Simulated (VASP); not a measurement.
All values below come from TPSS meta-GGA, VASP's PBE PAW potentials (set 64) (plane waves; VASP 6.6.1).

The input files of a VASP run:

POSCAR:
```
Fe
2.4018710
 -0.5773502579   0.5773502579   0.5773502579
  0.5773502579  -0.5773502579   0.5773502579
  0.5773502579   0.5773502579  -0.5773502579
Fe
1
Cart
  0.0000000000   0.0000000000   0.0000000000
```

### INCAR
```
LASPH  =  .TRUE.   # aspherical one-centre terms
MAGMOM  =  2.1
PREC  =  Accurate
ENCUT  =  520   # plane-wave cut-off (eV)
LORBIT  =  10
ISPIN  =  2   # spin-polarised
LMIXTAU  =  .TRUE.
LWAVE  =  .FALSE.
LREAL  =  .FALSE.   # projection in real space or not
ISIF  =  2   # forces and stress, cell fixed
ISMEAR  =  1
LCHARG  =  .FALSE.
ALGO  =  Normal   # blocked Davidson
LMAXMIX  =  4   # l cut-off of mixed one-centre charges
SYSTEM  =  Fe
SIGMA  =  0.1
NELM  =  100   # most electronic steps
EDIFF  =  1E-7
METAGGA  =  TPSS
```

File KPOINTS:
```
Automatic mesh
0
Gamma
18 18 18
0 0 0
```

POTCAR, in this order: Fe (PBE.64 set). Program: vasp_std.

The run wrote:

**OUTCAR**
```
 ion  position               nearest neighbor table
   1  0.000  0.000  0.000-
  LATTYP: Found a body centered cubic cell.
 ALAT       =     2.7734416824
 Subroutine PRICEL returns:
 Original cell was already a primitive cell.
 Subroutine GETGRP returns: Found 48 space group operations
The static configuration has the point symmetry O_h .
The dynamic configuration has the point symmetry O_h .
The overall configuration has the point symmetry O_h .
 Subroutine INISYM returns: Found 48 space group operations
 Subroutine IBZKPT returns following result:
 Found    195 irreducible k-points:

 Following reciprocal coordinates:
            Coordinates               Weight
  0.000000  0.000000  0.000000      1.000000
  0.055556  0.000000  0.000000     12.000000
  0.111111  0.000000  0.000000     12.000000
  0.166667  0.000000  0.000000     12.000000
  0.222222  0.000000  0.000000     12.000000
  0.277778  0.000000  0.000000     12.000000
  0.333333  0.000000  0.000000     12.000000
  0.388889  0.000000  0.000000     12.000000
  0.444444  0.000000  0.000000     12.000000
...
```

OSZICAR:
```
       N       E                     dE             d eps       ncg     rms          rms(c)
DAV:   1     0.144988561781E+02    0.14499E+02   -0.45540E+03  7276   0.121E+03
DAV:   2    -0.112341780153E+02   -0.25733E+02   -0.24337E+02  7088   0.144E+02
DAV:   3    -0.117378871829E+02   -0.50371E+00   -0.50197E+00  7832   0.283E+01
DAV:   4    -0.117408455496E+02   -0.29584E-02   -0.29581E-02  7605   0.202E+00
DAV:   5    -0.117408757649E+02   -0.30215E-04   -0.30215E-04  7587   0.192E-01    0.120E+01
DAV:   6    -0.159884983896E+02   -0.42476E+01   -0.33300E+00  7029   0.261E+01    0.458E+00
DAV:   7    -0.156257591161E+02    0.36274E+00   -0.30343E+00  7422   0.239E+01    0.597E+00
DAV:   8    -0.159325992990E+02   -0.30684E+00   -0.60647E-01  7339   0.113E+01    0.129E+00
DAV:   9    -0.159525305089E+02   -0.19931E-01   -0.10628E-01  7772   0.463E+00    0.793E-01
DAV:  10    -0.159502373789E+02    0.22931E-02   -0.62867E-03 10037   0.750E-01    0.125E-01
DAV:  11    -0.159502778469E+02   -0.40468E-04   -0.26446E-04  7484   0.241E-01    0.826E-02
DAV:  12    -0.159502750202E+02    0.28268E-05   -0.23566E-04  7584   0.224E-01    0.344E-02
DAV:  13    -0.159502725318E+02    0.24884E-05   -0.38291E-06  9114   0.270E-02    0.179E-02
DAV:  14    -0.159502740400E+02   -0.15082E-05   -0.19499E-06  8801   0.141E-02    0.645E-03
DAV:  15    -0.159502728682E+02    0.11718E-05   -0.94153E-07  5943   0.138E-02    0.106E-03
DAV:  16    -0.159502730992E+02   -0.23102E-06   -0.57621E-08  3610   0.321E-03    0.232E-04
DAV:  17    -0.159502730895E+02    0.97107E-08   -0.43612E-09  3536   0.118E-03
   1 F= -.15950273E+02 E0= -.15950163E+02  d E =-.330491E-03  mag=     2.1110
```

### OUTCAR
```
------------------------ aborting loop because EDIFF is reached ----------------------------------------
  FORCE on cell =-STRESS in cart. coord.  units (eV):
  Direction    XX          YY          ZZ          XY          YZ          ZX
  --------------------------------------------------------------------------------------
  Total        0.5094977      0.5094977      0.5094977     -0.0000000      0.0000000      0.0000000
  in kB       76.5289360     76.5289360     76.5289360     -0.0000000      0.0000000      0.0000000
  external PRESSURE =      76.5289360 kB  Pullay stress =       0.0000000 kB
  volume of cell :       10.67
      direct lattice vectors                 reciprocal lattice vectors
    -1.386720841  1.386720841  1.386720841     0.000000000  0.360562837  0.360562837
     1.386720841 -1.386720841  1.386720841     0.360562837  0.000000000  0.360562837
     1.386720841  1.386720841 -1.386720841     0.360562837  0.360562837  0.000000000
 POSITION                                       TOTAL-FORCE (eV/Angst)
 -----------------------------------------------------------------------------------
      0.00000      0.00000      0.00000         0.000000      0.000000      0.000000
 -----------------------------------------------------------------------------------
    total drift:                                0.000000     -0.000000      0.000000
  FREE ENERGIE OF THE ION-ELECTRON SYSTEM (eV)
  ---------------------------------------------------
  free  energy   TOTEN  =       -15.9502730895 eV

  energy  without entropy=      -15.9499425989  energy(sigma->0) =      -15.95016293

 total charge

# of ion       s       p       d       tot
------------------------------------------
    1        0.512   0.606   6.267   7.386

 magnetization (x)

# of ion       s       p       d       tot
------------------------------------------
    1       -0.016  -0.058   2.160   2.087
```
(Selected blocks of OUTCAR.)

The compound is Fe in the bcc structure. This cell is one point of a volume scan, at 0.97 of the reference volume.
